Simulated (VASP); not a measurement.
The system is TiN (Osbornite).

```
Ti N
1.0
     0.00000    2.11900    2.11900
     2.11900    0.00000    2.11900
     2.11900    2.11900    0.00000
Ti N
1 1
Direct
  0.00000 0.00000 0.00000
  0.50000 0.50000 0.50000
```

- Program: VASP 6.6.1
- Task: relaxation of cell and atoms
- Functional: PBE
- Dispersion: D3(BJ)
- Potentials or basis: VASP PAW PBE potentials, release 64 (Ti_sv, N)
- Cutoff: 600 eV
- k mesh: 16 × 16 × 16
- Occupations: methfessel-paxton, width 0.1 eV
- Spin: no spin polarisation

At the start: pressure -6.2 GPa; volume 9.51 Å³/atom.

How do energy, volume and symmetry change on relaxing?

Over 3 steps the energy falls by 4.0 meV/atom and the volume is 9.31 Å³/atom (-2.2 %); space group Fm-3m (No. 225, to 0.05 Å).

Step by step:
```
step  energy change (eV)  largest force (eV/Å)  pressure (GPa)  volume (Å³)
   1              0.0000                0.0000           -6.16        19.03
   2              0.0094                0.0000           10.09        18.04
   3             -0.0080                0.0000            0.03        18.62
```

Final structure:
```
Ti N
1.0
     0.00000    2.10364    2.10364
     2.10364    0.00000    2.10364
     2.10364    2.10364    0.00000
Ti N
1 1
Direct
  0.00000 0.00000 0.00000
  0.50000 0.50000 0.50000
```

Caveat: pairwise dispersion overbinds metals, which lowers pressure and volume.
